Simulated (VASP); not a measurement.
Level of theory: PBEsol GGA, VASP's PBE PAW potentials (set 64) (plane waves; VASP).

A VASP calculation is set up with these files.

File KPOINTS:
```
Automatic mesh
0
Gamma
16 16 16
0 0 0
```

POSCAR:
```
V
1
   -1.4790983409     1.4790983409     1.4790983409
    1.4790983409    -1.4790983409     1.4790983409
    1.4790983409     1.4790983409    -1.4790983409
V
1
Direct
  0.0000000000   0.0000000000   0.0000000000
```

INCAR:
```
# general
SYSTEM =V
PREC   =Accurate
ENCUT  =480   # plane-wave cut-off (eV)
LREAL  =.False.   # projection in real space or not
LASPH  =.True.   # aspherical one-centre terms

# electronic loop
EDIFF  =1E-6
NELM   =100
ALGO   =Normal
LMAXMIX=4

# smearing
ISMEAR =1   # Methfessel-Paxton
SIGMA  =0.1   # width (eV)

# functional
GGA    =PS   # PBEsol

# ions
IBRION =2   # conjugate gradients
NSW    =60   # most ionic steps
ISIF   =3
EDIFFG =-0.01

# output
LWAVE  =.False.
LCHARG =.False.
```

POTCAR, in this order: V_sv (PBE.64 set). Program: vasp_std.

Q: What does the run give for the energy per atom (σ→0), band gap (on the k-mesh)?

A: 
- energy per atom (σ→0): -9.630 eV/atom
- band gap (on the k-mesh): none (metal, semimetal or under 0.01 eV)

OSZICAR:
```
...
DAV:   5    -0.111353612895E+02   -0.94013E-04   -0.94013E-04  3024   0.452E-01    0.205E+01
DAV:   6    -0.966328757634E+01    0.14721E+01   -0.57303E+00  2914   0.363E+01    0.214E+00
DAV:   7    -0.964016936108E+01    0.23118E-01   -0.26043E-02  2928   0.218E+00    0.106E+00
DAV:   8    -0.963066920119E+01    0.95002E-02   -0.74185E-03  2920   0.155E+00    0.109E-01
DAV:   9    -0.963069501094E+01   -0.25810E-04   -0.13159E-04  2930   0.188E-01    0.354E-02
DAV:  10    -0.963070192966E+01   -0.69187E-05   -0.96164E-06  2926   0.403E-02    0.160E-03
DAV:  11    -0.963070207090E+01   -0.14124E-06   -0.43193E-08  1454   0.354E-03
   1 F= -.96307021E+01 E0= -.96304550E+01  d E =-.963070E+01
```

The compound is V in the bcc structure. It was relaxed first, which changed the volume by -7 %. The start is the result of an earlier pass. The run is not spin-polarised, so no magnetic state was tried.
